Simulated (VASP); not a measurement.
An input for Ansatz (written as the equivalent of a VASP run, and not itself run):

Ansatz 0.2 input:
```yaml
crystal:
  lattice:
    - [1.8359650, -3.2206030, 0.0000000]
    - [1.8359650, 3.2206030, 0.0000000]
    - [0.0000000, 0.0000000, 5.9575760]
  atoms:
    - { symbol: Zr, position: [0.0000000, 0.0000000, 0.0000000] }
    - { symbol: S, position: [0.3333330, 0.6666670, 0.2500000] }
    - { symbol: S, position: [0.6799760, 0.3466420, 0.7500000] }
kpoints:
  mp_grid: { grid: [6, 6, 4] }
hamiltonian:
  xc: pbe
  pseudopotentials: { kind: paw }
scf:
  occupations: { method: gaussian, width: 0.05 }
  max_iter: 100
output: { forces: true, stress: true, eigenvalues: true }
```

Task: Translate this input to VASP (INCAR, KPOINTS, POSCAR, choice of POTCAR).

Result: One answer among several that fit: 
KPOINTS:
```
Automatic
0
G
6 6 4
0 0 0
```

File POSCAR:
```
ZrS2
1
    1.8359650000    -3.2206030000     0.0000000000
    1.8359650000     3.2206030000     0.0000000000
    0.0000000000     0.0000000000     5.9575760000
Zr S
1 2
Direct
  0.0000000000   0.0000000000   0.0000000000
  0.3333330000   0.6666670000   0.2500000000
  0.6799760000   0.3466420000   0.7500000000
```

### INCAR
```
SYSTEM = ZrS2
PREC = Accurate
ENCUT = 400
EDIFF = 1E-6
NELM = 100
ALGO = Normal
LREAL = .FALSE.
LASPH = .TRUE.
ISMEAR = 0
SIGMA = 0.05
GGA = PE
LMAXMIX = 4
LWAVE = .FALSE.
LCHARG = .FALSE.
ISIF = 2
NBANDS = 14
```

POTCAR, in this order: Zr_sv S (PBE.64 set). Program: vasp_std.

Limits of the translation: each code has its own PAW files, so the cut-off isn't converted (ENCUT is set for VASP's; basis.ecutwfc is left out, and Ansatz then takes the one that its files recommend); Ansatz stops its SCF on the density residual and VASP on the energy change (EDIFF); the number of bands isn't carried over, since the valence differs with the files.

The compound is ZrS2 in the 1T layered structure. The cell was not relaxed at this level, atoms are displaced from their ideal sites. The run is one of a series of settings (NBANDS = 14 against the base run), some of them coarse on purpose.
